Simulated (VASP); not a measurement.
An input for Ansatz (written as the equivalent of a VASP run, and not itself run):

Ansatz 0.2 input:
```yaml
crystal:
  lattice:
    - [-1.3580457, 1.3580457, 1.3580457]
    - [1.3580457, -1.3580457, 1.3580457]
    - [1.3580457, 1.3580457, -1.3580457]
  atoms:
    - { symbol: Ni, position: [0.0000000, 0.0000000, 0.0000000] }
kpoints:
  mp_grid: { grid: [17, 17, 17] }
hamiltonian:
  xc: lda
  pseudopotentials: { kind: paw }
scf:
  occupations: { method: methfessel_paxton, width: 0.1 }
  max_iter: 100
relax:
  max_steps: 60
  f_tol: 0.01
  cell: {}
output: { forces: true, stress: true, eigenvalues: true }
```

**Question.** Translate this input to VASP (INCAR, KPOINTS, POSCAR, choice of POTCAR).

**Answer.** Several could match; the one computed here: 
File KPOINTS:
```
Automatic mesh
0
Gamma
17 17 17
0 0 0
```

**INCAR**
```
# general
SYSTEM  = Ni
PREC    = Accurate
ENCUT   = 400
LREAL   = .FALSE.
LASPH   = .TRUE.

# electronic loop
EDIFF   = 1E-6
NELM    = 100
ALGO    = Normal
LMAXMIX = 4

# smearing
ISMEAR  = 1
SIGMA   = 0.1

# ions
IBRION  = 2
NSW     = 60
ISIF    = 3
EDIFFG  = -0.01

# output
LWAVE   = .FALSE.
LCHARG  = .FALSE.
```

POSCAR:
```
Ni
1
   -1.3580457229     1.3580457229     1.3580457229
    1.3580457229    -1.3580457229     1.3580457229
    1.3580457229     1.3580457229    -1.3580457229
Ni
1
Direct
  0.0000000000   0.0000000000   0.0000000000
```

POTCAR, in this order: Ni (LDA.64 set). Program: vasp_std.

What does not carry over: each code has its own PAW files, so the cut-off isn't converted (ENCUT is set for VASP's; basis.ecutwfc is left out, and Ansatz then takes the one that its files recommend); Ansatz stops its SCF on the density residual and VASP on the energy change (EDIFF); Ansatz's lda is the Perdew-Wang form, while the LDA potentials of VASP carry Perdew-Zunger's.

The structure comes from a computed database's Ni entry (Im-3m); how it stands against other phases isn't given here. This run relaxes it. Symmetry was kept, so distortions that lower it aren't found. The start is the result of an earlier pass.
